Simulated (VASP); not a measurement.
Energy against volume of Sb (a7). Level of theory: vdW-DF-cx, VASP's PBE PAW potentials (set 64) (plane waves; VASP). Run with 520 eV cut-off, 7×7×7 Γ-centred mesh, Gaussian smearing of 0.050 eV, potentials Sb.

Shape and ions are relaxed at each volume.

| V (Å³/atom) | E (eV/atom) |
|---|---|
| 29.400 | -2.36386 |
| 30.309 | -2.36808 |
| 31.218 | -2.36451 |
| 32.128 | -2.35473 |

Q: Fit these four points and predict the energy of the run at 28.491 Å³/atom.

A: A cubic in V^(−2/3), the third-order Birch-Murnaghan form, passes through the four points with V0 = 30.31 Å³/atom and B0 = 46 GPa, and gives -2.3499 eV/atom there. The run gave -2.3500 eV/atom, -0.1 meV/atom from the fit; all five points give B0 = 45 GPa.

The compound is Sb in the a7 structure. It was relaxed first.
